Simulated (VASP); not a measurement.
GaN: energy against strain

GaN (wurtzite, P6_3mc, 11.756 Å³/atom and stress up to 0.19 GPa in the relaxed cell, c along z) under a strain ε along c (axis z), the other axes held. PBE in VASP (plane waves, PAW), 600 eV, 12×12×6 Γ-centred mesh, Gaussian smearing 0.05 eV; ions are relaxed, or left where forces stay under 0.02 eV/Å, within the symmetry of each cell.

Here s stands for strain and y for E less E0.

```csv
strain (%),E less E0 (meV/atom)
-1.50,3.44
-1.00,1.62
-0.50,0.48
0.00,0.00
0.50,0.18
1.00,1.00
1.50,2.44
3.00,?
```

Using a parabola, estimate the missing y at s = 3.00 from the other rows, showing the fit.

Least squares gives y = 0.003 - 0.3243·s + 1.3057·s². Residuals (row less fit): 0.013, -0.013, -0.012, -0.003, 0.013, 0.016, -0.014; standard error 0.016 (degrees of freedom: 4). Twice the quadratic coefficient over the volume, 2 × 1.3057 meV × 10⁴ × 0.1602 / 11.756 Å³, is the elastic constant C33 = 356 ± 2 GPa (± standard error of the fit, which holds the terms cut off). At the withheld row, y = 0.003 - 0.3243 × 3.0 + 1.3057 × 3.0² = 10.781 meV/atom. The calculation gives 10.41 meV/atom, 0.371 meV/atom below the prediction (3.6 % of the range of y in the table). The row lies outside the fitted rows, so this is an extrapolation. From the scatter of the fitted rows alone, a prediction at this place has a standard error of 0.063 meV/atom, so the miss is 5.9 times that.

A polynomial of degree 3 through the 12 other runs of the series gives 10.41 there, so most of the miss is curvature that the fit leaves out. Rows are the converged runs of the series near zero and its far end; series whose fitted rows scatter by over a few per cent of the range, as at a crossing or softening among them, aren't shown in this form, nor equations of state whose B0' disagrees with the runs' pressures. Most that stay on the fit to the last digits aren't either.
